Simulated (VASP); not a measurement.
Here is a VASP 6.6.1 calculation.

INCAR

```
SYSTEM = AlNi
PREC = Accurate ; ENCUT = 520
EDIFF = 1E-6 ; ISMEAR = 1
SIGMA = 0.1 ; LREAL = .False.
LASPH = .True. ; NELM = 80
ALGO = Fast ; ISIF = 2
LWAVE = .False. ; LCHARG = .False.
LMAXMIX = 4 ; GGA = PS
NBANDS = 14 ; ICORELEVEL = 1
```

KPOINTS

```
Automatic mesh
0
Gamma
  14 14 14
  0 0 0
```

The input POSCAR:

```
AlNi                                    
1.0
    2.8627950284      0.0000000000      0.0000000000
    0.0000000000      2.8627950284      0.0000000000
    0.0000000000      0.0000000000      2.8627950284
  Al              Ni            
     1     1
Direct
     0.0000000000000000    0.0000000000000000    0.0000000000000000
     0.5000000000000000    0.5000000000000000    0.5000000000000000
```

KPOINTS_OPT

```
explicit points
94
Reciprocal
 0.0000000000  0.0000000000  0.0000000000 1
 0.0000000000  0.0357142857  0.0000000000 1
 0.0000000000  0.0714285714  0.0000000000 1
 0.0000000000  0.1071428571  0.0000000000 1
 0.0000000000  0.1428571429  0.0000000000 1
 0.0000000000  0.1785714286  0.0000000000 1
 0.0000000000  0.2142857143  0.0000000000 1
 0.0000000000  0.2500000000  0.0000000000 1
 0.0000000000  0.2857142857  0.0000000000 1
 0.0000000000  0.3214285714  0.0000000000 1
 0.0000000000  0.3571428571  0.0000000000 1
 0.0000000000  0.3928571429  0.0000000000 1
 0.0000000000  0.4285714286  0.0000000000 1
 0.0000000000  0.4642857143  0.0000000000 1
 0.0000000000  0.5000000000  0.0000000000 1
 0.0000000000  0.5000000000  0.0000000000 1
 0.0357142857  0.5000000000  0.0000000000 1
 0.0714285714  0.5000000000  0.0000000000 1
 0.1071428571  0.5000000000  0.0000000000 1
 0.1428571429  0.5000000000  0.0000000000 1
 0.1785714286  0.5000000000  0.0000000000 1
 0.2142857143  0.5000000000  0.0000000000 1
 0.2500000000  0.5000000000  0.0000000000 1
 0.2857142857  0.5000000000  0.0000000000 1
 0.3214285714  0.5000000000  0.0000000000 1
 0.3571428571  0.5000000000  0.0000000000 1
 0.3928571429  0.5000000000  0.0000000000 1
 0.4285714286  0.5000000000  0.0000000000 1
 0.4642857143  0.5000000000  0.0000000000 1
 0.5000000000  0.5000000000  0.0000000000 1
 0.5000000000  0.5000000000  0.0000000000 1
 0.4642857143  0.4642857143  0.0000000000 1
 0.4285714286  0.4285714286  0.0000000000 1
 0.3928571429  0.3928571429  0.0000000000 1
 0.3571428571  0.3571428571  0.0000000000 1
 0.3214285714  0.3214285714  0.0000000000 1
 0.2857142857  0.2857142857  0.0000000000 1
 0.2500000000  0.2500000000  0.0000000000 1
 0.2142857143  0.2142857143  0.0000000000 1
 0.1785714286  0.1785714286  0.0000000000 1
 0.1428571429  0.1428571429  0.0000000000 1
 0.1071428571  0.1071428571  0.0000000000 1
 0.0714285714  0.0714285714  0.0000000000 1
 0.0357142857  0.0357142857  0.0000000000 1
 0.0000000000  0.0000000000  0.0000000000 1
 0.0000000000  0.0000000000  0.0000000000 1
 0.0357142857  0.0357142857  0.0357142857 1
 0.0714285714  0.0714285714  0.0714285714 1
 0.1071428571  0.1071428571  0.1071428571 1
 0.1428571429  0.1428571429  0.1428571429 1
 0.1785714286  0.1785714286  0.1785714286 1
 0.2142857143  0.2142857143  0.2142857143 1
 0.2500000000  0.2500000000  0.2500000000 1
 0.2857142857  0.2857142857  0.2857142857 1
 0.3214285714  0.3214285714  0.3214285714 1
 0.3571428571  0.3571428571  0.3571428571 1
 0.3928571429  0.3928571429  0.3928571429 1
 0.4285714286  0.4285714286  0.4285714286 1
 0.4642857143  0.4642857143  0.4642857143 1
 0.5000000000  0.5000000000  0.5000000000 1
 0.5000000000  0.5000000000  0.5000000000 1
 0.4642857143  0.5000000000  0.4642857143 1
 0.4285714286  0.5000000000  0.4285714286 1
 0.3928571429  0.5000000000  0.3928571429 1
 0.3571428571  0.5000000000  0.3571428571 1
 0.3214285714  0.5000000000  0.3214285714 1
 0.2857142857  0.5000000000  0.2857142857 1
 0.2500000000  0.5000000000  0.2500000000 1
 0.2142857143  0.5000000000  0.2142857143 1
 0.1785714286  0.5000000000  0.1785714286 1
 0.1428571429  0.5000000000  0.1428571429 1
 0.1071428571  0.5000000000  0.1071428571 1
 0.0714285714  0.5000000000  0.0714285714 1
 0.0357142857  0.5000000000  0.0357142857 1
 0.0000000000  0.5000000000  0.0000000000 1
 0.5000000000  0.5000000000  0.0000000000 1
 0.5000000000  0.5000000000  0.0357142857 1
 0.5000000000  0.5000000000  0.0714285714 1
 0.5000000000  0.5000000000  0.1071428571 1
 0.5000000000  0.5000000000  0.1428571429 1
 0.5000000000  0.5000000000  0.1785714286 1
 0.5000000000  0.5000000000  0.2142857143 1
 0.5000000000  0.5000000000  0.2500000000 1
 0.5000000000  0.5000000000  0.2857142857 1
 0.5000000000  0.5000000000  0.3214285714 1
 0.5000000000  0.5000000000  0.3571428571 1
 0.5000000000  0.5000000000  0.3928571429 1
 0.5000000000  0.5000000000  0.4285714286 1
 0.5000000000  0.5000000000  0.4642857143 1
 0.5000000000  0.5000000000  0.5000000000 1
 0.0000000000  0.0000000000  0.0000000000 1
 0.5000000000  0.5000000000  0.0000000000 1
 0.5000000000  0.5000000000  0.5000000000 1
 0.0000000000  0.5000000000  0.0000000000 1
```

Potentials or basis: VASP PAW PBE potentials, release 64 (Al, Ni).

Run with:

```sh
$ cat potpaw_PBE.64/Al/POTCAR potpaw_PBE.64/Ni/POTCAR > POTCAR
$ mpirun -np 1 vasp_std > vasp.out
```

Task: Predict the band gap along the path.

Result: None (metal or under the smearing width).

Task: Predict the pressure.

Result: -0.2 GPa.

Levels at the corners of the path, in eV from the Fermi level:
```tsv
point	band 3	band 4	band 5	band 6	band 7	band 8	band 9	band 10
Γ	-3.30	-1.55	-1.55	-1.55	5.61	5.61	5.61	8.24
X	-2.81	-2.27	-2.27	-1.46	-0.62	8.35	10.12	10.12
X	-2.81	-2.27	-2.27	-1.46	-0.62	8.35	10.12	10.12
M	-2.90	-2.90	-2.10	-2.10	-1.00	1.53	2.62	12.53
M	-2.90	-2.90	-2.10	-2.10	-1.00	1.53	2.62	12.53
Γ	-3.30	-1.55	-1.55	-1.55	5.61	5.61	5.61	8.24
Γ	-3.30	-1.55	-1.55	-1.55	5.61	5.61	5.61	8.24
R	-4.16	-0.97	-0.97	2.00	2.00	2.00	3.93	4.59
R	-4.16	-0.97	-0.97	2.00	2.00	2.00	3.93	4.59
X	-2.81	-2.27	-2.27	-1.46	-0.62	8.35	10.12	10.12
M	-2.90	-2.90	-2.10	-2.10	-1.00	1.53	2.62	12.53
R	-4.16	-0.97	-0.97	2.00	2.00	2.00	3.93	4.59
```

Caveat: the PAW data sets were made with another functional, which shifts forces and pressure a little. Spin polarisation is off, so any magnetic state and its effect on volume and gap are missing.
